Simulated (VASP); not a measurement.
Energy against volume of ZrC (rock salt). Method: AM05 GGA, VASP's PBE PAW potentials (set 64) (plane waves; VASP). Numerical set-up: 520 eV cut-off, 13×13×13 Γ-centred mesh, first-order Methfessel-Paxton smearing of 0.10 eV, potentials Zr_sv C.

| V (Å³/atom) | E (eV/atom) |
|---|---|
| 12.323 | -10.03857 |
| 12.705 | -10.04750 |
| 13.086 | -10.03961 |
| 13.467 | -10.01725 |

**Question.** Fit these four points and predict the energy of the run at 11.942 Å³/atom.

**Answer.** A cubic in V^(−2/3), the third-order Birch-Murnaghan form, passes through the four points with V0 = 12.71 Å³/atom and B0 = 235 GPa, and gives -10.0102 eV/atom there. The run gave -10.0100 eV/atom, +0.2 meV/atom from the fit; all five points give B0 = 235 GPa.

The compound is ZrC in the rock salt structure. It was relaxed first.
